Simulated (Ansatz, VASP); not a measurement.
TlRh2: VASP beside Ansatz

```xyz
3
Lattice="0.0000 3.1069 3.1069 3.1069 0.0000 3.1069 3.1069 3.1069 0.0000" Properties=species:S:1:pos:R:3 pbc="T T T"
Tl    0.0000    0.0000    0.0000
Rh    1.5534    1.5534    1.5534
Rh    4.6603    4.6603    4.6603
```

Alike in both runs: functional PBE; k mesh 14 × 14 × 14; occupations gaussian, width 0.1 eV; no spin polarisation.

Ansatz relaxed the structure, and its values are those at the end. VASP's run is a single point on that final structure, the one shown.

|  | VASP | Ansatz |
| --- | --- | --- |
| version | VASP 6.6.1 | Ansatz 0.2.0 |
| potentials or method | VASP PAW PBE potentials, release 64 (Tl_d, Rh_pv) | scalar-relativistic, plane waves, PAW |
| plane-wave cutoff (eV) | 520 | 420 |
| valence electrons in the cell | 43 | 47 |

|  | VASP | Ansatz | Ansatz less VASP |
| --- | --- | --- | --- |
| gap on the k mesh at the Fermi level (eV) | none | none | - |
| pressure (GPa) | 0.1 | 0.0 | -0.05 |

A gap of «none» marks a metal or a gap that the smearing closes. The two sets of potentials don't hold the same shells in valence.

Spin-orbit coupling is left out, which matters for the levels of Tl.
